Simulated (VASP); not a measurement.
Level of theory: PBEsol GGA, VASP's PBE PAW potentials (set 64) (plane waves; VASP).

The input files of a VASP run:

File POSCAR:
```
Mg
1.0
  1.5955127796  -2.7635096442   0.0000000000
  1.5955127796   2.7635096442   0.0000000000
  0.0000000000   0.0000000000   5.0915719757
Mg
2
Cart
  1.5955127796   0.9211717237   1.2728929939
  1.5955127796  -0.9211717237   3.8186789818
```

**INCAR**
```
# general
SYSTEM=Mg
PREC  =Accurate
ENCUT =400
LREAL =.FALSE.
LASPH =.TRUE.

# electronic loop
EDIFF =1E-6
NELM  =100
ALGO  =Normal

# smearing
ISMEAR=1
SIGMA =0.1

# functional
GGA   =PS

# ions
IBRION=2
NSW   =60
ISIF  =3
EDIFFG=-0.01

# output
LWAVE =.FALSE.
LCHARG=.FALSE.
```

KPOINTS:
```
Automatic mesh
0
Gamma
12 12 7
0 0 0
```

POTCAR, in this order: Mg (PBE.64 set). Program: vasp_std.

Q: What does the run give for the energy per atom (σ→0), band gap (on the k-mesh)?

A: 
```json
{
  "energy per atom (σ→0)": "-1.725 eV/atom",
  "band gap (on the k-mesh)": "none (metal, semimetal or under 0.01 eV)"
}
```

### OSZICAR
```
...
DAV:   3    -0.346897060062E+01   -0.15695E-01   -0.15698E-01  1290   0.293E+00
DAV:   4    -0.346901990979E+01   -0.49309E-04   -0.49309E-04  1230   0.131E-01
DAV:   5    -0.346902024526E+01   -0.33547E-06   -0.33539E-06  1296   0.800E-03    0.967E-01
DAV:   6    -0.345850941698E+01    0.10511E-01   -0.53152E-04  1086   0.217E-01    0.615E-01
DAV:   7    -0.344895979518E+01    0.95496E-02   -0.22491E-03   990   0.395E-01    0.313E-02
DAV:   8    -0.344896458079E+01   -0.47856E-05   -0.13642E-05  1464   0.320E-02    0.636E-03
DAV:   9    -0.344896420088E+01    0.37991E-06   -0.95093E-07   978   0.616E-03
   1 F= -.34489642E+01 E0= -.34491108E+01  d E =-.344896E+01
```

The compound is Mg in the hcp structure. It was relaxed first. The start is the result of an earlier pass.
